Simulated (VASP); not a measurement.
CaS (rock salt): the bulk modulus from VASP (plane waves, PAW) at several levels of theory. Static lattice, third-order Birch-Murnaghan fit over five volumes.  The measured value holds thermal and zero-point effects that the static calculation lacks.

| level | bulk modulus (GPa) | error against measurement |
|---|---|---|
| RPBE | 51.5 | -19.5 % |
| AM05 | 58.7 | -8.3 % |
| PBE-D3 (zero damping) | 58.1 | -9.2 % |
| PBE-D3(BJ) | 61.8 | -3.4 % |
| PBE-D4 | 60.3 | -5.8 % |
| optB88-vdW | 61.1 | -4.6 % |
| optB86b-vdW | 61.2 | -4.4 % |
| rev-vdW-DF2 | 60.6 | -5.3 % |
| vdW-DF-cx | 60.7 | -5.2 % |

Measured: 64.0 GPa (as given by S. C. Rakesh Roshan et al., ACS Applied Energy Materials (2021), arXiv:2110.13857).

The cell of the RPBE run:

```cif
data_CaS
_chemical_formula_sum 'Ca1 S1'
_space_group_name_H-M_alt 'P 1'
_space_group_IT_number 1
_cell_length_a 4.09661
_cell_length_b 4.09661
_cell_length_c 4.09661
_cell_angle_alpha 60.000
_cell_angle_beta 60.000
_cell_angle_gamma 60.000
loop_
_space_group_symop_operation_xyz
  'x, y, z'
loop_
_atom_site_label
_atom_site_type_symbol
_atom_site_fract_x
_atom_site_fract_y
_atom_site_fract_z
_atom_site_occupancy
Ca1 Ca 0.00000 0.00000 0.00000 1
S1 S 0.50000 0.50000 0.50000 1
```

Only levels that ran to the end are used. Left out are those held back, those with too coarse a band path, GW runs whose mesh misses a band edge, hybrids' fits of cells that aren't cubic and levels without matching references; a question may draw on a part of the rest.

The compound is CaS in the rock salt structure.
